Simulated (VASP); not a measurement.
Energy against volume of PbSe (rock salt). Method: optB88-vdW, VASP's PBE PAW potentials (set 64) (plane waves; VASP).

| V (Å³/atom) | E (eV/atom) |
|---|---|
| 28.000 | -1.68412 |
| 28.893 | -1.69850 |
| 29.787 | -1.70310 |
| 30.680 | -1.69942 |
| 31.574 | -1.68868 |

Question: Fit a third-order Birch-Murnaghan equation of state.

Answer: 
```yaml
volume_per_atom: 29.81 Å^3/atom
bulk_modulus: 49.3 GPa
pressure_derivative_of_the_bulk_modulus: 4.43
lattice_constant_a: 11.719 bohr
```

Measured: a 6.105 Å at 120 K (computed value off by +1.6 %), as given by Noda, Masumoto, Ohba, Saito, Toriumi, Iwata, Shibuya, Acta Cryst. C 43, 1443 (1987), by a structure database's card. The calculation is for a static lattice, while the measured a holds thermal and zero-point effects, which are part of the difference.

The compound is PbSe in the rock salt structure. It was relaxed first.
